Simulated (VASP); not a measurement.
```yaml
crystal:
  lattice:
    - [1.22705, -2.12531, 0.00000]
    - [1.22705, 2.12531, 0.00000]
    - [0.00000, 0.00000, 3.95823]
  atoms:
    - { symbol: Co, position: [0.33333, 0.66667, 0.25000], spin: 1.6 }
    - { symbol: Co, position: [0.66667, 0.33333, 0.75000], spin: 1.6 }
```

Calculation: PBEsol GGA, VASP's PBE PAW potentials (set 64) (plane waves; VASP). Run with 400 eV cut-off, 15×15×8 Γ-centred mesh, first-order Methfessel-Paxton smearing of 0.10 eV, potentials Co.

Task: Predict the cell moment, energy per atom (σ→0), band gap (on the k-mesh) with the smallest direct gap where there is one.

Result: 
```
Property                                                    Result
------------------------  ----------------------------------------
band gap (on the k-mesh)  none (metal, semimetal or under 0.01 eV)
cell moment                                                3.16 μB
energy per atom (σ→0)                               -7.739 eV/atom
```

Task: Give the moment on each site (PAW-sphere projection).

Result: 
```
site  moment (μB)
----  -----------
Co1          1.58
Co2          1.58
```

The compound is Co in the hcp structure. It was relaxed first, which changed the volume by -7 %. The start is the result of an earlier pass.
